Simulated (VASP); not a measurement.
Computed with PBEsol GGA, VASP's PBE PAW potentials (set 64) (plane waves; VASP 6.6.1).

VASP ran on this input.

KPOINTS:
```
Automatic mesh
0
Gamma
8 8 8
0 0 0
```

### INCAR
```
# general
SYSTEM  = LaB6
PREC    = Accurate
ENCUT   = 620
LREAL   = .FALSE.
LASPH   = .TRUE.

# electronic loop
EDIFF   = 1E-6
NELM    = 100
ALGO    = Normal
LMAXMIX = 6

# smearing
ISMEAR  = 1
SIGMA   = 0.1

# functional
GGA     = PS

# ions
IBRION  = 2
NSW     = 40
ISIF    = 3
EDIFFG  = -0.02

# output
LWAVE   = .FALSE.
LCHARG  = .FALSE.
```

**POSCAR**
```
LaB6
1
    4.1305419082     0.0000000000     0.0000000000
    0.0000000000     4.1305419082     0.0000000000
    0.0000000000    -0.0000000000     4.1305419082
La B
1 6
Direct
  0.0000000000   0.0000000000   1.0000000000
  0.8004200721   0.5000000000   0.5000000000
  0.5000000000   0.1995799279   0.5000000000
  0.5000000000   0.8004200721   0.5000000000
  0.1995799279   0.5000000000   0.5000000000
  0.5000000000   0.5000000000   0.8004200721
  0.5000000000   0.5000000000   0.1995799279
```

POTCAR, in this order: La B (PBE.64 set). Program: vasp_std.

What VASP printed:

**OSZICAR**
```
       N       E                     dE             d eps       ncg     rms          rms(c)
DAV:   1     0.245458286322E+03    0.24546E+03   -0.12615E+04  1268   0.237E+03
DAV:   2    -0.146857206786E+01   -0.24693E+03   -0.23512E+03  1654   0.343E+02
DAV:   3    -0.531435417447E+02   -0.51675E+02   -0.44810E+02  1964   0.185E+02
DAV:   4    -0.557746454955E+02   -0.26311E+01   -0.26005E+01  2212   0.452E+01
DAV:   5    -0.558799786672E+02   -0.10533E+00   -0.10468E+00  1960   0.692E+00    0.915E+00
DAV:   6    -0.518758988620E+02    0.40041E+01   -0.10793E+01  1866   0.207E+01    0.463E+00
DAV:   7    -0.515831246073E+02    0.29277E+00   -0.41290E+00  2192   0.125E+01    0.189E+00
DAV:   8    -0.516552534152E+02   -0.72129E-01   -0.20018E+00  2150   0.145E+01    0.128E+00
DAV:   9    -0.515581808905E+02    0.97073E-01   -0.27255E-01  2076   0.464E+00    0.608E-01
DAV:  10    -0.515425380753E+02    0.15643E-01   -0.15266E-01  2146   0.355E+00    0.109E-01
DAV:  11    -0.515437715664E+02   -0.12335E-02   -0.77643E-03  2252   0.663E-01    0.117E-01
DAV:  12    -0.515432598752E+02    0.51169E-03   -0.18424E-03  2138   0.450E-01    0.423E-02
DAV:  13    -0.515431859472E+02    0.73928E-04   -0.62507E-04  2350   0.202E-01    0.106E-02
DAV:  14    -0.515431918308E+02   -0.58836E-05   -0.26160E-05  1912   0.370E-02    0.695E-03
DAV:  15    -0.515431921243E+02   -0.29349E-06   -0.15392E-05  2248   0.294E-02    0.267E-03
DAV:  16    -0.515431923128E+02   -0.18851E-06   -0.11818E-06  1336   0.101E-02
   1 F= -.51543192E+02 E0= -.51543447E+02  d E =-.515432E+02
```

**OUTCAR**
```
------------------------ aborting loop because EDIFF is reached ----------------------------------------
  FORCE on cell =-STRESS in cart. coord.  units (eV):
  Direction    XX          YY          ZZ          XY          YZ          ZX
  --------------------------------------------------------------------------------------
  Total       -0.0085850     -0.0085850     -0.0085850     -0.0000000     -0.0000000      0.0000000
  in kB       -0.1951765     -0.1951765     -0.1951765     -0.0000000     -0.0000000      0.0000000
  external PRESSURE =      -0.1951765 kB  Pullay stress =       0.0000000 kB
  volume of cell :       70.47
      direct lattice vectors                 reciprocal lattice vectors
     4.130541908  0.000000000  0.000000000     0.242098984  0.000000000  0.000000000
     0.000000000  4.130541908  0.000000000     0.000000000  0.242098984  0.000000000
     0.000000000  0.000000000  4.130541908     0.000000000  0.000000000  0.242098984
 POSITION                                       TOTAL-FORCE (eV/Angst)
 -----------------------------------------------------------------------------------
      0.00000      0.00000      0.00000         0.000000      0.000000      0.000000
      3.30617      2.06527      2.06527         0.000744      0.000000     -0.000000
      2.06527      0.82437      2.06527        -0.000000     -0.000744      0.000000
      2.06527      3.30617      2.06527         0.000000      0.000744     -0.000000
      0.82437      2.06527      2.06527        -0.000744     -0.000000      0.000000
      2.06527      2.06527      3.30617         0.000000      0.000000      0.000744
      2.06527      2.06527      0.82437        -0.000000     -0.000000     -0.000744
 -----------------------------------------------------------------------------------
    total drift:                                0.000000      0.000000      0.000000
  FREE ENERGIE OF THE ION-ELECTRON SYSTEM (eV)
  ---------------------------------------------------
  free  energy   TOTEN  =       -51.5431923128 eV

  energy  without entropy=      -51.5439559275  energy(sigma->0) =      -51.54344685

 reached required accuracy - stopping structural energy minimisation
```
(Selected blocks of OUTCAR.)

The compound is LaB6 in the cab6 structure. It was relaxed first. The electron count is odd and the run is not spin-polarised, which forces a metal.
